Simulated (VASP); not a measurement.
Consider the following.

```
CELL_PARAMETERS angstrom
      0.00000     2.62846     2.62846
      2.62846     0.00000     2.62846
      2.62846     2.62846     0.00000
ATOMIC_POSITIONS crystal
  Co 0.00000 0.00000 0.00000
  Si 0.25000 0.25000 0.25000
  Si 0.75000 0.75000 0.75000
```

All values below come from PW91 GGA, VASP's PBE PAW potentials (set 64) (plane waves; VASP). Settings: 520 eV cut-off, 10×10×10 Γ-centred mesh, first-order Methfessel-Paxton smearing of 0.10 eV, potentials Co Si.

### Question
Give the stress tensor in GPa (positive for a compressed cell).

### Answer

```
12.45   0.00   0.00
 0.00  12.45   0.00
 0.00   0.00  12.45
```
The pressure is its mean diagonal, 12.45 GPa.

The compound is CoSi2 in the fluorite structure. This cell is one point of a volume scan, at 0.94 of the reference volume. The run is not spin-polarised, so no magnetic state was tried. The electron count is odd and the run is not spin-polarised, which forces a metal.
